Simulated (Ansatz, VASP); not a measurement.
One calculation of NaMgF3 (Neighborite), two programs

INCAR

```
SYSTEM = NaMgF3
PREC = Accurate
ENCUT = 520
EDIFF = 1E-7
ISMEAR = 0
SIGMA = 0.01
LREAL = .False.
LASPH = .True.
NELM = 100
ALGO = Normal
ISIF = 2
LWAVE = .False.
LCHARG = .True.
GGA = CA
LELF = .True.
LVHAR = .True.
NBANDS = 23
```

KPOINTS

```
regular mesh
0
Gamma
  5 5 5
  0 0 0
```

The input POSCAR:

```
NaMgF3
1.0
    3.8760000000      0.0000000000      0.0000000000
    0.0000000000      3.8760000000      0.0000000000
    0.0000000000      0.0000000000      3.8760000000
Na Mg F
1 1 3
Direct
    0.0000000000      0.0000000000     -0.0051599587
    0.5000000000      0.5000000000      0.5000000000
    0.5000000000      0.5000000000      0.0000000000
    0.0000000000      0.5000000000      0.5000000000
    0.5000000000      0.0000000000      0.5000000000
```

Input for Ansatz:

```yaml
crystal:
  lattice:
    - [3.876, 0.0, 0.0]
    - [0.0, 3.876, 0.0]
    - [0.0, 0.0, 3.876]
  atoms:
    - { symbol: Na, position: [0.0, 0.0, -0.005159958720330238] }
    - { symbol: Mg, position: [0.5, 0.5, 0.5] }
    - { symbol: F, position: [0.5, 0.5, 0.0] }
    - { symbol: F, position: [0.0, 0.5, 0.5] }
    - { symbol: F, position: [0.5, 0.0, 0.5] }
kpoints:
  mp_grid:
    grid: [5, 5, 5]
hamiltonian:
  xc: lda
  pseudopotentials:
    kind: paw
scf:
  occupations:
    method: fixed
output:
  forces: true
```

Alike in both runs: task single point; functional LDA; k mesh 5 × 5 × 5; no spin polarisation.

|  | VASP | Ansatz |
| --- | --- | --- |
| version | VASP 6.6.1 | Ansatz 0.2.0 |
| potentials or method | VASP PAW LDA potentials, release 64 (Na_pv, Mg, F) | plane waves, PAW |
| plane-wave cutoff (eV) | 520 | 420 |
| occupations | gaussian, width 0.01 eV | fixed |
| valence electrons in the cell | 30 | 40 |

|  | VASP | Ansatz | Ansatz less VASP |
| --- | --- | --- | --- |
| rms of the force components (eV/Å) | 0.008 | 0.008 | -0.0001 |

Atom by atom the forces differ by 0.000 eV/Å (rms over components). The two sets of potentials don't hold the same shells in valence.

A k mesh can miss the band edges.
